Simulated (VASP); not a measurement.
HgC4F6: single point with PBE

HgC4F6:

```xyz
11
Lattice="5.4451 1.3641 -0.2587 0.9143 5.1892 -1.0266 -0.7857 -0.5643 6.0468" Properties=species:S:1:pos:R:3 pbc="T T T"
Hg    2.0852    4.1302    0.1371
C     2.7573    1.3146    0.2258
C     5.4773    3.4545    0.3437
C     1.8551    1.7455    2.4689
C     0.2068    1.3581    4.2366
F     5.1514    5.0110    3.7044
F     1.8668    3.6395    3.0902
F     4.4866    3.3576    2.2609
F     3.7344    1.7027    3.6614
F     4.4046    5.2132    1.0323
F     3.6445    3.6837    4.7659
```

The cell was built by a generator and needn't be a form met in nature.

```
Program             : VASP 6.6.1
Task                : single point
Functional          : PBE
Potentials or basis : VASP PAW PBE potentials, release 64 (Hg, C, F)
Cutoff              : 520 eV
k mesh              : 3 × 3 × 3
Occupations         : fermi-dirac, width 0.05 eV
Spin                : no spin polarisation
```

- Pressure: -12.3 GPa
- Largest force: 3.222 eV/Å
- Band gap on the k mesh: none (metal or under the smearing width)

Forces in eV/Å, atoms in the order of the input:
```
Hg   0.007 -0.469 -0.373
C   -0.717 -0.406  1.760
C   -1.606  1.969  0.091
C    0.762  2.406  1.612
C   -1.591  1.503 -2.057
F    0.795 -0.564  1.541
F    0.099 -2.644 -1.838
F    1.825 -1.180 -1.091
F   -0.047 -0.117 -0.133
F    0.092 -0.022 -1.732
F    0.382 -0.474  2.221
```

Stress tensor (GPa, compression positive):
```
-13.70   3.55  -1.42
  3.55 -10.61   0.37
 -1.42   0.37 -12.72
```

Levels at points of the mesh, in eV from the Fermi level:
```tsv
k point	band 31	band 32	band 33	band 34	band 35	band 36	band 37	band 38	band 39	band 40
(0.00, 0.00, 0.00)	-0.81	-0.54	-0.38	-0.23	0.01	0.17	0.53	0.67	1.04	1.35
```

Run time: 3.3 min on 1 thread of Intel(R) Xeon(R) Platinum 8259CL CPU @ 2.50GHz (Skylake/Cascade Lake), on a shared host, peak memory 0.32 GiB.

Caveat: the k mesh is coarse (spacing up to 0.44 Å⁻¹), so the values aren't converged. Spin-orbit coupling is left out, which matters for the levels of Hg.
